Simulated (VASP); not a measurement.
Energy against volume of ZnF$_{2}$ (rutile). Level of theory: PBE GGA with D3 dispersion (zero damping), VASP's PBE PAW potentials (set 64) (plane waves; VASP 6.6.1). Run with 520 eV cut-off, 5×5×7 Γ-centred mesh, Gaussian smearing of 0.050 eV, potentials Zn F.

Shape and ions are relaxed at each volume.

```tsv
V (Å³/atom)	E (eV/atom)
11.308	-3.98777
11.669	-4.00061
12.030	-4.00493
12.390	-4.00206
```

Question: Fit these four points and predict the energy of the run at 12.751 Å³/atom.

Answer: A cubic in V^(−2/3), the third-order Birch-Murnaghan form, passes through the four points with V0 = 12.06 Å³/atom and B0 = 105 GPa, and gives -3.9931 eV/atom there. The run gave -3.9933 eV/atom, -0.2 meV/atom from the fit; all five points give B0 = 104 GPa.

The compound is ZnF2 in the rutile structure. It was relaxed first.
